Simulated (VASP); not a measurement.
Output of a VASP run:

### OSZICAR
```
       N       E                     dE             d eps       ncg     rms          rms(c)
DAV:   1     0.310052924508E+02    0.31005E+02   -0.38795E+03  2128   0.812E+02
DAV:   2    -0.892235137869E+01   -0.39928E+02   -0.37040E+02  1920   0.176E+02
DAV:   3    -0.942072730818E+01   -0.49838E+00   -0.49638E+00  2952   0.267E+01
DAV:   4    -0.942285767860E+01   -0.21304E-02   -0.21300E-02  2312   0.119E+00
DAV:   5    -0.942286704356E+01   -0.93650E-05   -0.93657E-05  2936   0.567E-02    0.141E+01
DAV:   6    -0.894624508035E+01    0.47662E+00   -0.10329E+00  2240   0.140E+01    0.576E+00
DAV:   7    -0.886095062112E+01    0.85294E-01   -0.31642E-01  2448   0.721E+00    0.155E+00
DAV:   8    -0.885599977049E+01    0.49509E-02   -0.18543E-03  2080   0.655E-01    0.669E-01
DAV:   9    -0.885470316865E+01    0.12966E-02   -0.10195E-03  2416   0.518E-01    0.118E-02
DAV:  10    -0.885470949132E+01   -0.63227E-05   -0.45565E-06  2656   0.215E-02    0.742E-03
DAV:  11    -0.885470992601E+01   -0.43469E-06   -0.24847E-07  1576   0.559E-03
   1 F= -.88547099E+01 E0= -.88545907E+01  d E =-.885471E+01
```

### OUTCAR
```
------------------------ aborting loop because EDIFF is reached ----------------------------------------
  FORCE on cell =-STRESS in cart. coord.  units (eV):
  Direction    XX          YY          ZZ          XY          YZ          ZX
  --------------------------------------------------------------------------------------
  Total       -0.0025568     -0.0025568     -0.0025568      0.0000000      0.0000000     -0.0000000
  in kB       -0.2822199     -0.2822199     -0.2822199      0.0000000      0.0000000     -0.0000000
  external PRESSURE =      -0.2822199 kB  Pullay stress =       0.0000000 kB
  volume of cell :       14.52
      direct lattice vectors                 reciprocal lattice vectors
     0.000000000  1.936113171  1.936113171    -0.258249367  0.258249367  0.258249367
     1.936113171  0.000000000  1.936113171     0.258249367 -0.258249367  0.258249367
     1.936113171  1.936113171  0.000000000     0.258249367  0.258249367 -0.258249367
 POSITION                                       TOTAL-FORCE (eV/Angst)
 -----------------------------------------------------------------------------------
      0.00000      0.00000      0.00000         0.000000      0.000000      0.000000
 -----------------------------------------------------------------------------------
    total drift:                                0.000000     -0.000000     -0.000000
  FREE ENERGIE OF THE ION-ELECTRON SYSTEM (eV)
  ---------------------------------------------------
  free  energy   TOTEN  =        -8.8547099260 eV

  energy  without entropy=       -8.8543523628  energy(sigma->0) =       -8.85459074

 reached required accuracy - stopping structural energy minimisation
```
(Selected blocks of OUTCAR.)

File POSCAR:
```
Ir
1
    0.0000000000     1.9361131712     1.9361131712
    1.9361131712     0.0000000000     1.9361131712
    1.9361131712     1.9361131712     0.0000000000
Ir
1
Direct
  0.0000000000   0.0000000000   0.0000000000
```

Question: Write an INCAR and KPOINTS that could have produced this output.

Answer: Several could match; the one computed here: the input of the run itself, PBE GGA, plane waves, VASP's PBE PAW potentials (set 64).

KPOINTS:
```
Automatic mesh
0
Gamma
15 15 15
0 0 0
```

INCAR:
```
SYSTEM = Ir
PREC = Accurate
ENCUT = 400
EDIFF = 1E-6
NELM = 100
ALGO = Normal
LREAL = .FALSE.
LASPH = .TRUE.
ISMEAR = 1
SIGMA = 0.1
GGA = PE
LMAXMIX = 6
LWAVE = .FALSE.
LCHARG = .FALSE.
IBRION = 2
ISIF = 3
NSW = 60
EDIFFG = -0.01
```

POTCAR, in this order: Ir (PBE.64 set). Program: vasp_std.

The compound is Ir in the fcc structure. It was relaxed first. The start is the result of an earlier pass.
